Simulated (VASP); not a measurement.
# YTe (Fm-3m) in VASP: single point with LDA

Aim: the single point of YTe with LDA.

All numbers are computed with VASP 6.6.1; they aren't measurements. Logs are shortened: lines on timing, memory, paths and dates and some standing lists are left out, and cuts for length are marked.

## 1. Starting point

Symmetry: Fm-3m, No. 225, cubic system. The conventional cell has a = 6.095 Å, b = 6.095 Å, c = 6.095 Å, α = 90.00°, β = 90.00°, γ = 90.00°. Y (site symmetry m-3m) is surrounded by 6 Te at 3.05 Å. Around Te (site symmetry m-3m) lie 6 Y at 3.05 Å.

## 2. Single point, LDA

The input, INCAR:

```
ALGO = Fast ; EDIFF = 1E-6
ENCUT = 520 ; ISIF = 2
ISMEAR = 0 ; LASPH = T
LCHARG = T ; LELF = T
LREAL = F ; LVHAR = T
LWAVE = F ; NBANDS = 16
NELM = 100 ; PREC = Accurate
SIGMA = 0.15
```

The input, KPOINTS:

```
k-points
0
Gamma
  14 14 14
```

The input, POSCAR:

```
YTe
1.0
    0.0000000000      3.0475000000      3.0475000000
    3.0475000000      0.0000000000      3.0475000000
    3.0475000000      3.0475000000      0.0000000000
Y Te
1 1
Direct
    0.0000000000      0.0000000000      0.0000000000
    0.5000000000      0.5000000000      0.5000000000
```

Potentials or basis: VASP PAW LDA potentials, release 64 (Y_sv, Te).

Command:

```bash
> cat potpaw_LDA.64/Y_sv/POTCAR potpaw_LDA.64/Te/POTCAR > POTCAR
> mpirun -np 1 vasp_std > vasp.out
```

OUTCAR:

```text
EDIFF = 1E-6
   ENCUT = 520
   ISIF = 2
   ISMEAR = 0
   LASPH = T
   LREAL = F
   NELM = 100
   PREC = Accurate

 ion  position               nearest neighbor table
   1  0.000  0.000  0.000-   2 3.05   2 3.05   2 3.05   2 3.05   2 3.05   2 3.05
   2  0.500  0.500  0.500-   1 3.05   1 3.05   1 3.05   1 3.05   1 3.05   1 3.05

  LATTYP: Found a face centered cubic cell.
 ALAT       =     6.0950000000

  Lattice vectors:

 A1 = (   0.0000000000,   3.0475000000,   3.0475000000)
 A2 = (   3.0475000000,   0.0000000000,   3.0475000000)
 A3 = (   3.0475000000,   3.0475000000,   0.0000000000)

Analysis of symmetry for initial positions (statically):
=====================================================================
 Subroutine PRICEL returns:
 Original cell was already a primitive cell.

 Routine SETGRP: Setting up the symmetry group for a
 face centered cubic supercell.

 Subroutine GETGRP returns: Found 48 space group operations
 (whereof 48 operations were pure point group operations)
 out of a pool of 48 trial point group operations.

The static configuration has the point symmetry O_h .

Analysis of symmetry for dynamics (positions and initial velocities):
=====================================================================
 Subroutine PRICEL returns:
 Original cell was already a primitive cell.

 Routine SETGRP: Setting up the symmetry group for a
 face centered cubic supercell.

 Subroutine GETGRP returns: Found 48 space group operations
 (whereof 48 operations were pure point group operations)
 out of a pool of 48 trial point group operations.

The dynamic configuration has the point symmetry O_h .

 Subroutine INISYM returns: Found 48 space group operations
 (whereof 48 operations are pure point group operations),
 and found     1 'primitive' translations

----------------------------------------------------------------------------------------

                                     Primitive cell

  volume of cell :      56.6058

  direct lattice vectors                    reciprocal lattice vectors
     0.000000000  3.047500000  3.047500000    -0.164068909  0.164068909  0.164068909
     3.047500000  0.000000000  3.047500000     0.164068909 -0.164068909  0.164068909
     3.047500000  3.047500000  0.000000000     0.164068909  0.164068909 -0.164068909

  length of vectors
     4.309815831  4.309815831  4.309815831     0.284175686  0.284175686  0.284175686

  position of ions in fractional coordinates (direct lattice)
     0.000000000  0.000000000  0.000000000
     0.500000000  0.500000000  0.500000000

  ion indices of the primitive-cell ions
   primitive index   ion index
                 1           1
                 2           2

----------------------------------------------------------------------------------------

 KPOINTS: k-points

Automatic generation of k-mesh.
 Grid dimensions read from file:
 generate k-points for:   14   14   14

 Generating k-lattice:

  Cartesian coordinates                     Fractional coordinates (reciprocal lattice)
    -0.011719208  0.011719208  0.011719208     0.071428571  0.000000000  0.000000000
     0.011719208 -0.011719208  0.011719208     0.000000000  0.071428571  0.000000000
     0.011719208  0.011719208 -0.011719208     0.000000000  0.000000000  0.071428571

  Length of vectors
     0.020298263  0.020298263  0.020298263

  Shift w.r.t. Gamma in fractional coordinates (k-lattice)
     0.000000000  0.000000000  0.000000000

 Subroutine IBZKPT returns following result:
 ===========================================

 Found    104 irreducible k-points:

 Following reciprocal coordinates:
            Coordinates               Weight
  0.000000  0.000000  0.000000      1.000000
  0.071429  0.000000  0.000000      8.000000
  0.142857  0.000000  0.000000      8.000000
  0.214286  0.000000  0.000000      8.000000
  0.285714  0.000000  0.000000      8.000000
  0.357143  0.000000  0.000000      8.000000
[... 16 lines left out ...]
  0.214286  0.142857  0.000000     24.000000
  0.285714  0.142857  0.000000     24.000000
 [... further k-points ...]
   k-points           NKPTS =    104   k-points in BZ     NKDIM =    104   number of bands    NBANDS=     16
   number of dos      NEDOS =    301   number of ions     NIONS =      2
   total plane-waves  NPLWV =  32768
   dimension x,y,z NGX =    32 NGY =   32 NGZ =   32
   dimension x,y,z NGXF=    64 NGYF=   64 NGZF=   64
   ions per type =               1   1
   NGX,Y,Z   is equivalent  to a cutoff of  12.34, 12.34, 12.34 a.u.
   NGXF,Y,Z  is equivalent  to a cutoff of  24.69, 24.69, 24.69 a.u.
 SYSTEM =  unknown system
   PREC   = accura    normal or accurate (medium, high low for compatibility)
   ISTART =      0    job   : 0-new  1-cont  2-samecut
   ICHARG =      2    charge: 1-file 2-atom 10-const
   ISPIN  =      1    spin polarized calculation?
   LNONCOLLINEAR =      F non collinear calculations
   LSORBIT =      F    spin-orbit coupling
   LASPH  =      T    aspherical Exc in radial PAW
   ENCUT  =  520.0 eV  38.22 Ry    6.18 a.u.   8.01  8.01  8.01*2*pi/ulx,y,z
   NELM   =    100;   NELMIN=  2; NELMDL= -5     # of ELM steps
   EDIFF  = 0.1E-05   stopping-criterion for ELM
   LREAL  =      F    real-space projection
   EDIFFG = 0.1E-04   stopping-criterion for IOM
   NSW    =      0    number of steps for IOM
   IBRION =     -1    ionic relax: 0-MD 1-quasi-New 2-CG
   NFREE  =      0    steps in history (QN), initial steepest desc. (CG)
   ISIF   =      2    stress and relaxation
   ISYM   =      2    0-nonsym 1-usesym 2-fastsym
   POTIM  = 0.5000    time-step for ionic-motion
   TEBEG  =    0.0;   TEEND  =   0.0 temperature during run
   PSTRESS=    0.0 pullay stress
   NELECT =      17.0000    total number of electrons
   NUPDOWN=      -1.0000    fix difference up-down
   EMIN   =  10.00;   EMAX   =-10.00  energy-range for DOS
   EFERMI =   0.00;   METHOD = LEGACY
   ISMEAR =     0;   SIGMA  =   0.15  broadening in eV -4-tet -1-fermi 0-gaus
   EFERMI_NEDOS =   21; number of points for ismear=-14 and -15
   IALGO  =     68    algorithm
   IMIX   =      4    mixing-type and parameters
     AMIX     =   0.40;   BMIX     =  1.00
     AMIX_MAG =   1.60;   BMIX_MAG =  1.00
  volume/ion in A,a.u.               =      28.30       191.00
  Fermi-wavevector in a.u.,A,eV,Ry     =   1.096320  2.071745 16.353088  1.201918
  Thomas-Fermi vector in A             =   2.232660
   LORBIT       =      0    0 simple, 1 ext, 2 COOP (PROOUT), +10 PAW based schemes
   GGA     = CA    functional components
   LHFCALC =     F    Hartree Fock is set to
   AEXX    =    0.0000 exact exchange contribution
   IVDW    =     0    specifies the selected vdW correction
   LEPSILON=     F    determine dielectric tensor
   LRPA    =     F    only Hartree local field effects (RPA)
 non-spin polarized calculation
 RMM-DIIS sequential band-by-band and
 Gauss-broadening in eV      SIGMA  =   0.15
  energy-cutoff  :      520.00
  volume of cell :       56.61
 maximum number of plane-waves:      1544
   NGX = 17   NGY = 17   NGZ = 17

 number of electron      17.0000001 magnetization

 Free energy of the ion-electron system (eV)
  ---------------------------------------------------
  ext. energy  EPLUGINS =         0.00000000
  ---------------------------------------------------
  free energy    TOTEN  =       -13.57951937 eV

  energy without entropy =      -13.56525155  energy(sigma->0) =      -13.57238546

 E-fermi :   6.8519     XC(G=0): -10.1207

 val. band max:        6.8376780911   @ k =   0.2857   0.0714   0.0000
 cond. band min:       6.8615536495   @ k =  -0.1429   0.0714   0.0000
 fundamental gap:      0.0238755584
 Fermi energy:         6.8519373179

 k-point     1 :       0.0000    0.0000    0.0000
  band No.  band energies     occupation
      1     -36.6654      2.00000
      2     -16.7862      2.00000
      3     -16.7862      2.00000
      4     -16.7862      2.00000
      5      -6.4018      2.00000
      6       4.6826      2.00000
[... 8 lines left out ...]
     15      12.1580      0.00000
     16      17.2385      0.00000

 k-point     2 :       0.0714    0.0000    0.0000
  band No.  band energies     occupation
      1     -36.6650      2.00000
      2     -16.7936      2.00000
      3     -16.7865      2.00000
      4     -16.7865      2.00000
      5      -6.3552      2.00000
      6       4.2691      2.00000
[... 8 lines left out ...]
     15      12.3360      0.00000
     16      16.1411      0.00000

 k-point     3 :       0.1429    0.0000    0.0000
  band No.  band energies     occupation
      1     -36.6641      2.00000
      2     -16.8144      2.00000
      3     -16.7873      2.00000
      4     -16.7873      2.00000
      5      -6.2206      2.00000
      6       3.4372      2.00000
[... 8 lines left out ...]
     15      12.7824      0.00000
     16      15.0899      0.00000

 k-point     4 :       0.2143    0.0000    0.0000
  band No.  band energies     occupation
      1     -36.6627      2.00000
      2     -16.8441      2.00000
      3     -16.7884      2.00000
      4     -16.7884      2.00000
      5      -6.0147      2.00000
      6       2.5539      2.00000
[... 8 lines left out ...]
     15      13.0521      0.00000
     16      14.7110      0.00000
[... 324 lines left out ...]
 k-point    22 :       0.1429    0.1429    0.0000
  band No.  band energies     occupation
      1     -36.6636      2.00000
      2     -16.8099      2.00000
      3     -16.7943      2.00000
      4     -16.7943      2.00000
      5      -6.1759      2.00000
      6       3.0085      2.00000
[... 8 lines left out ...]
     15      13.0272      0.00000
     16      14.8072      0.00000

 k-point    23 :       0.2143    0.1429    0.0000
  band No.  band energies     occupation
      1     -36.6626      2.00000
      2     -16.8286      2.00000
      3     -16.7979      2.00000
      4     -16.7955      2.00000
      5      -6.0419      2.00000
      6       2.5064      2.00000
[... 8 lines left out ...]
     15      13.4067      0.00000
     16      13.8168      0.00000

 k-point    24 :       0.2857    0.1429    0.0000
  band No.  band energies     occupation
      1     -36.6612      2.00000
      2     -16.8552      2.00000
      3     -16.8005      2.00000
      4     -16.7964      2.00000
      5      -5.8551      2.00000
      6       1.9934      2.00000
[... 8 lines left out ...]
     15      13.0333      0.00000
     16      13.7846      0.00000

 [... further k-points ...]

------------------------ aborting loop because EDIFF is reached ----------------------------------------

  FORCE on cell =-STRESS in cart. coord.  units (eV):
  Direction    XX          YY          ZZ          XY          YZ          ZX
  --------------------------------------------------------------------------------------
  -------------------------------------------------------------------------------------
  Total       -0.7447989     -0.7447989     -0.7447989      0.0000000      0.0000000     -0.0000000
  in kB      -21.0808666    -21.0808666    -21.0808666      0.0000000      0.0000000     -0.0000000
  external PRESSURE =     -21.0808666 kB  Pullay stress =       0.0000000 kB

 VOLUME and BASIS-vectors are now :
 -----------------------------------------------------------------------------
  energy-cutoff  :      520.00
  volume of cell :       56.61
      direct lattice vectors                 reciprocal lattice vectors
     0.000000000  3.047500000  3.047500000    -0.164068909  0.164068909  0.164068909
     3.047500000  0.000000000  3.047500000     0.164068909 -0.164068909  0.164068909
     3.047500000  3.047500000  0.000000000     0.164068909  0.164068909 -0.164068909

 POSITION                                       TOTAL-FORCE (eV/Angst)
 -----------------------------------------------------------------------------------
      0.00000      0.00000      0.00000        -0.000000      0.000000      0.000000
      3.04750      3.04750      3.04750         0.000000     -0.000000     -0.000000
 -----------------------------------------------------------------------------------
    total drift:                                0.000000     -0.000000     -0.000000

  FREE ENERGIE OF THE ION-ELECTRON SYSTEM (eV)
  ---------------------------------------------------
  free  energy   TOTEN  =       -13.5795193697 eV

  energy  without entropy=      -13.5652515469  energy(sigma->0) =      -13.57238546
```

Wall time 2.9 min (1 thread of Intel Xeon Platinum 8375C at 2.90GHz (Ice Lake), shared host); peak memory 0.25 GiB.

What came out:

| Item | Value |
| --- | --- |
| Free energy | -13.5795 eV |
| Pressure | -2.1 GPa |
| Band gap on the k mesh | none (metal or under the smearing width) |

Levels at points of the mesh, in eV from the Fermi level:
```tsv
k point	band 6	band 7	band 8	band 9	band 10	band 11	band 12	band 13
(0.00, 0.00, 0.00)	-2.17	-2.17	-2.17	-0.28	-0.28	-0.28	0.33	0.33
(0.50, 0.00, 0.00)	-6.33	-4.14	-4.14	1.63	1.74	1.74	1.89	4.59
(0.50, 0.50, 0.00)	-5.08	-3.30	-3.30	-1.91	1.24	1.44	2.52	2.52
```
